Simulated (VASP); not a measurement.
Consider the following.

```yaml
crystal:
  lattice:
    - [0.00000, 2.87309, 2.87309]
    - [2.87309, 0.00000, 2.87309]
    - [2.87309, 2.87309, 0.00000]
  atoms:
    - { symbol: Ge, position: [0.00000, 0.00000, 0.00000] }
    - { symbol: Ge, position: [0.25000, 0.25000, 0.25000] }
```

Computed with optB88-vdW, VASP's PBE PAW potentials (set 64) (plane waves; VASP). Numerical set-up: 520 eV cut-off, Gaussian smearing of 0.050 eV, potentials Ge_d.

Q: Give the energies of bands 12 to 17 at the high-symmetry points, in eV from the Fermi level.

A: 
| band | Γ | X | U | L | W |
|---|---|---|---|---|---|
| 12 | -0.57 | -8.76 | -8.19 | -7.40 | -8.68 |
| 13 | 0.01 | -2.89 | -4.05 | -1.32 | -3.65 |
| 14 | 0.01 | -2.89 | -2.48 | -1.32 | -3.65 |
| 15 | 0.01 | 0.84 | 1.21 | -0.01 | 4.10 |
| 16 | 2.53 | 0.84 | 3.99 | 3.75 | 4.10 |
| 17 | 2.53 | 9.05 | 6.89 | 3.75 | 4.74 |

It has no gap at this level: it comes out as a metal or semimetal.

Measured: gap 0.79 eV (computed value off by -0.79 eV), as given by Anna Miglio et al., npj Computational Materials (2020), arXiv:2011.12765 [measured zero-point renormalisation of 52 meV added back].

The compound is Ge in the diamond structure. It was relaxed first.
